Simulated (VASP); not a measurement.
Input:

```yaml
crystal:
  lattice:
    - [1.51980, -2.63237, 0.00000]
    - [1.51980, 2.63237, 0.00000]
    - [0.00000, 0.00000, 5.73240]
  atoms:
    - { symbol: Cd, position: [0.33333, 0.66667, 0.25000] }
    - { symbol: Cd, position: [0.66667, 0.33333, 0.75000] }
```

All values below come from PBE GGA, VASP's PBE PAW potentials (set 64) (plane waves; VASP). Run with 800 eV cut-off, 12×12×6 Γ-centred mesh, first-order Methfessel-Paxton smearing of 0.10 eV, potentials Cd_sv_GW.

Give the stress tensor in GPa (positive for a compressed cell).

```
-1.34   0.00   0.00
 0.00  -1.34   0.00
 0.00   0.00   1.25
```
The pressure is its mean diagonal, -0.47 GPa.

The compound is Cd in the hcp structure. The cell was not relaxed at this level. The run is one of a series of settings (ENCUT = 800, POTCAR Cd_sv_GW (PBE.64 set) against the base run), some of them coarse on purpose.
